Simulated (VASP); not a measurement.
A cell of CaF2 (fluorite) near equilibrium:

```
CaF2
1.0
    0.00000     2.72679     2.72679
    2.72679     0.00000     2.72679
    2.72679     2.72679     0.00000
Ca F
1 2
Direct
  0.00000   0.00000   0.00000
  0.25000   0.25000   0.25000
  0.75000   0.75000   0.75000
```

All values below come from r2SCAN meta-GGA, VASP's PBE PAW potentials (set 64) (plane waves; VASP).

```csv
run,ΔE (meV/atom),σxx,σyy,σzz,"largest shear component, with its sign (GPa)",largest force (eV/Å),gap (eV)
as it is,0.0,-0.25,-0.25,-0.25,0.00,0.000,7.98
after one change,8.9,4.26,4.26,4.26,0.00,0.000,8.25
```
Stress is in GPa, positive when the cell is compressed; gaps are those on the k-mesh, and 0.00 means metallic.

Task: Which change was made?
A. shear strain γ_yz = +1.0 % with the ions relaxed
B. isotropic strain of -1.5 %
C. atom 2 (F) moved by 0.050 Å along x
D. biaxial strain of +0.5 % in the xz plane

Result: B, isotropic strain of -1.5 %

The compound is CaF2 in the fluorite structure.
